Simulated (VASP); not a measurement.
Method: vdW-DF2, VASP's PBE PAW potentials (set 64) (plane waves; VASP).

Input for VASP

KPOINTS:
```
Automatic
0
Gamma
15 15 15
```

### INCAR
```
AGGAC  =  0.0
ALGO  =  Normal
EDIFF  =  1E-7
ENCUT  =  520
GGA  =  ML
ISIF  =  2
ISMEAR  =  1
LASPH  =  .TRUE.
LCHARG  =  .FALSE.
LMAXMIX  =  4
LREAL  =  .FALSE.
LUSE_VDW  =  .TRUE.
LWAVE  =  .FALSE.
NELM  =  100
PREC  =  Accurate
SIGMA  =  0.1
SYSTEM  =  Ag
ZAB_VDW  =  -1.8867
```

File POSCAR:
```
Ag
1
    0.0000000000     2.1116406104     2.1116406104
    2.1116406104     0.0000000000     2.1116406104
    2.1116406104     2.1116406104     0.0000000000
Ag
1
Direct
  0.0000000000   0.0000000000   0.0000000000
```

POTCAR, in this order: Ag (PBE.64 set). Program: vasp_std.

Problem. What will the output report for the number of irreducible k-points (NKPTS), largest plane-wave count, number of space-group operations, FFT grid (NGX, NGY, NGZ)?

Solution. 
```
Property                                      Result
--------------------------------------  ------------
number of irreducible k-points (NKPTS)           120
largest plane-wave count                         531
number of space-group operations                  48
FFT grid (NGX, NGY, NGZ)                24 × 24 × 24
```

The compound is Ag in the fcc structure. This cell is one point of a volume scan, at 0.94 of the reference volume.
